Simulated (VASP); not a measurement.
Input:

```cif
data_NTi
_chemical_formula_sum 'Ti1 N1'
_space_group_name_H-M_alt 'P 1'
_space_group_IT_number 1
_cell_length_a 2.99200
_cell_length_b 2.99200
_cell_length_c 2.99200
_cell_angle_alpha 60.000
_cell_angle_beta 60.000
_cell_angle_gamma 60.000
loop_
_space_group_symop_operation_xyz
  'x, y, z'
loop_
_atom_site_label
_atom_site_type_symbol
_atom_site_fract_x
_atom_site_fract_y
_atom_site_fract_z
_atom_site_occupancy
Ti1 Ti 0.00000 0.00000 0.00000 1
N1 N 0.50000 0.50000 0.50000 1
```

Calculation: rev-vdW-DF2, VASP's PBE PAW potentials (set 64) (plane waves; VASP 6.6.1). Numerical set-up: 520 eV cut-off, 15×15×15 Γ-centred mesh, first-order Methfessel-Paxton smearing of 0.10 eV, potentials Ti_sv N.

### Question
Give the energy at these volumes per atom, relative to the lowest: 8.90, 9.18, 9.47, 9.75, 10.03 Å³.

### Answer
34.3, 8.2, 0.0, 7.1, 27.2 meV/atom. A third-order Birch-Murnaghan fit gives B0 = 286 GPa and B0′ = 4.2.

Measured: bulk modulus 288 GPa (computed value off by -0.6 %), as given by V. Krasnenko et al., Solid State Sciences (2013), arXiv:1306.3139; a 4.239 Å (computed value off by -0.2 %), as given by Guo-Xu Zhang et al., New Journal of Physics (2018), doi:10.1088/1367-2630/aac7f0. The calculation is for a static lattice, while the measured bulk modulus, a hold thermal and zero-point effects, which are part of the difference.

The compound is TiN in the rock salt structure. It was relaxed first.
